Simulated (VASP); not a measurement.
VASP input:

**KPOINTS**
```
Automatic mesh
0
Gamma
8 8 7
0 0 0
```

**POSCAR**
```
SnO
1.0
  3.7700667854   0.0000000000   0.0000000000
  0.0000000000   3.7700667854   0.0000000000
  0.0000000000   0.0000000000   4.6399606626
Sn O
2 2
Cartesian
  1.8850333927   0.0000000000   3.4911796007
  0.0000000000   1.8850333927   1.1487810619
  1.8850333927   1.8850333927   0.0000000000
  0.0000000000   0.0000000000   0.0000000000
```

**INCAR**
```
# general
SYSTEM  = SnO
PREC    = Accurate
ENCUT   = 620   # plane-wave cut-off (eV)
LREAL   = F
LASPH   = T   # aspherical one-centre terms

# electronic loop
EDIFF   = 1E-6   # SCF stop (eV)
NELM    = 100   # most electronic steps
ALGO    = Normal   # blocked Davidson
LMAXMIX = 4

# smearing
ISMEAR  = 1
SIGMA   = 0.1

# ions
IBRION  = 2   # conjugate gradients
NSW     = 40
ISIF    = 3   # ions, shape and volume
EDIFFG  = -0.02   # ionic stop

# output
LWAVE   = F
LCHARG  = F
```

POTCAR, in this order: Sn_d O (LDA.64 set). Program: vasp_std.

Problem. Write an equivalent input for Ansatz.

Solution. One equivalent input (not run):
Ansatz 0.2 input:
```yaml
crystal:
  lattice:
    - [3.7700668, 0.0000000, 0.0000000]
    - [0.0000000, 3.7700668, 0.0000000]
    - [0.0000000, 0.0000000, 4.6399607]
  atoms:
    - { symbol: Sn, position: [0.5000000, 0.0000000, 0.7524158] }
    - { symbol: Sn, position: [0.0000000, 0.5000000, 0.2475842] }
    - { symbol: O, position: [0.5000000, 0.5000000, 0.0000000] }
    - { symbol: O, position: [0.0000000, 0.0000000, 0.0000000] }
kpoints:
  mp_grid: { grid: [8, 8, 7] }
hamiltonian:
  xc: lda
  pseudopotentials: { kind: paw }
scf:
  occupations: { method: methfessel_paxton, width: 0.1 }
  max_iter: 100
relax:
  max_steps: 40
  f_tol: 0.02
  cell: {}
output: { forces: true, stress: true, eigenvalues: true }
```
What does not carry over: each code has its own PAW files, so the cut-off isn't converted (ENCUT is set for VASP's; basis.ecutwfc is left out, and Ansatz then takes the one that its files recommend); Ansatz stops its SCF on the density residual and VASP on the energy change (EDIFF); Ansatz's lda is the Perdew-Wang form, while the LDA potentials of VASP carry Perdew-Zunger's.

The compound is SnO in the litharge structure. It was relaxed first, which changed the volume by -6 %.
